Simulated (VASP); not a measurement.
All values below come from PBE GGA, VASP's PBE PAW potentials (set 64) (plane waves; VASP).

VASP input:

INCAR:
```
SYSTEM=C
PREC=Accurate; ENCUT=350; LREAL=.False.
LASPH=.True.
EDIFF=1E-6; NELM=100; ALGO=Normal
ISMEAR=0; SIGMA=0.05
GGA=PE
ISIF=2
LWAVE=.False.; LCHARG=.False.
```

File POSCAR:
```
C
2.5726950
  0.0000000000   0.7071067499   0.7071067499
  0.7071067499   0.0000000000   0.7071067499
  0.7071067499   0.7071067499   0.0000000000
C
2
direct
  0.0000000000   0.0000000000   0.0000000000
  0.2500000000   0.2500000000   0.2500000000
```

**KPOINTS**
```
Regular mesh
0
Gamma
11 11 11
0 0 0
```

POTCAR, in this order: C (PBE.64 set). Program: vasp_std.

Output of the run:

OSZICAR:
```
       N       E                     dE             d eps       ncg     rms          rms(c)
DAV:   1    -0.727575216866E+01   -0.72758E+01   -0.39259E+03   968   0.707E+02
DAV:   2    -0.186123119551E+02   -0.11337E+02   -0.10797E+02  1464   0.816E+01
DAV:   3    -0.186688467307E+02   -0.56535E-01   -0.56535E-01   968   0.736E+00
DAV:   4    -0.186689005365E+02   -0.53806E-04   -0.53806E-04  1232   0.213E-01
DAV:   5    -0.186689005611E+02   -0.24594E-07   -0.24594E-07   960   0.354E-03    0.513E+00
DAV:   6    -0.182936381757E+02    0.37526E+00   -0.27652E-01   936   0.409E+00    0.310E+00
DAV:   7    -0.181638888199E+02    0.12975E+00   -0.32129E-01  1072   0.450E+00    0.667E-01
DAV:   8    -0.181650485816E+02   -0.11598E-02   -0.17668E-03   984   0.452E-01    0.444E-02
DAV:   9    -0.181650762324E+02   -0.27651E-04   -0.12196E-04  1288   0.948E-02    0.267E-02
DAV:  10    -0.181650880628E+02   -0.11830E-04   -0.14354E-05   912   0.428E-02    0.477E-03
DAV:  11    -0.181650878029E+02    0.25990E-06   -0.35140E-08   688   0.201E-03
   1 F= -.18165088E+02 E0= -.18165088E+02  d E =-.959982E-16
```

**OUTCAR**
```
------------------------ aborting loop because EDIFF is reached ----------------------------------------
  FORCE on cell =-STRESS in cart. coord.  units (eV):
  Direction    XX          YY          ZZ          XY          YZ          ZX
  --------------------------------------------------------------------------------------
  Total       -2.4349679     -2.4349679     -2.4349679      0.0000000      0.0000000      0.0000000
  in kB     -324.0066824   -324.0066824   -324.0066824      0.0000000      0.0000000      0.0000000
  external PRESSURE =    -324.0066824 kB  Pullay stress =       0.0000000 kB
  volume of cell :       12.04
      direct lattice vectors                 reciprocal lattice vectors
     0.000000000  1.819170000  1.819170000    -0.274850619  0.274850619  0.274850619
     1.819170000  0.000000000  1.819170000     0.274850619 -0.274850619  0.274850619
     1.819170000  1.819170000  0.000000000     0.274850619  0.274850619 -0.274850619
 POSITION                                       TOTAL-FORCE (eV/Angst)
 -----------------------------------------------------------------------------------
      0.00000      0.00000      0.00000         0.000000     -0.000000      0.000000
      0.90958      0.90958      0.90958        -0.000000      0.000000     -0.000000
 -----------------------------------------------------------------------------------
    total drift:                                0.000000      0.000000      0.000000
  FREE ENERGIE OF THE ION-ELECTRON SYSTEM (eV)
  ---------------------------------------------------
  free  energy   TOTEN  =       -18.1650878029 eV

  energy  without entropy=      -18.1650878029  energy(sigma->0) =      -18.16508780
```
(Selected blocks of OUTCAR.)

At this cut-off the stress carries a Pulay error, which pulls relaxed volumes low.

The compound is C in the diamond structure. The cell was not relaxed at this level. The run is one of a series of settings (ENCUT = 350 against the base run), some of them coarse on purpose.
